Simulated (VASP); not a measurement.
A convergence study with VASP on Ho (hcp): one setting is varied, all else stays as given below, so the limit is that of these other settings.

```yaml
crystal:
  lattice:
    - [1.79000, -3.10037, 0.00000]
    - [1.79000, 3.10037, 0.00000]
    - [0.00000, 0.00000, 5.62000]
  atoms:
    - { symbol: Ho, position: [0.33333, 0.66667, 0.25000] }
    - { symbol: Ho, position: [0.66667, 0.33333, 0.75000] }
```

Method: PBE GGA, VASP's PBE PAW potentials (set 64) (plane waves; VASP 6.6.1). The tightest run used: 550 eV cut-off, 17×17×9 Monkhorst-Pack mesh, first-order Methfessel-Paxton smearing of 0.10 eV, potentials Ho_3.

The 4f electrons are frozen in the core of the lanthanide potential, so 4f levels, which can set the real gap, and their magnetism are missing.

```tsv
setting	E (eV/atom)	pressure (GPa)	irreducible k-points
1×1×1 mesh	-5.7741	20.55	1
2×2×1 mesh	-4.3870	-0.08	2
3×3×2 mesh	-4.5227	-0.96	3
4×4×2 mesh	-4.5270	-0.01	6
5×5×3 mesh	-4.4873	0.36	10
```

**Question.** These are the cheaper rows. Estimate the results at 17×17×9 mesh, and how far the last row shown lies from them.

**Answer.** 
| quantity | tightest run | last row shown is off by |
|---|---|---|
| E (eV/atom) | -4.5117 | 0.0244 |
| pressure (GPa) | 0.32 | 0.04 |

Left out are rungs that failed or repeat a setting and relaxations that didn't move; long series are thinned to 24 rows.

The compound is Ho in the hcp structure. The cell was not relaxed at this level.
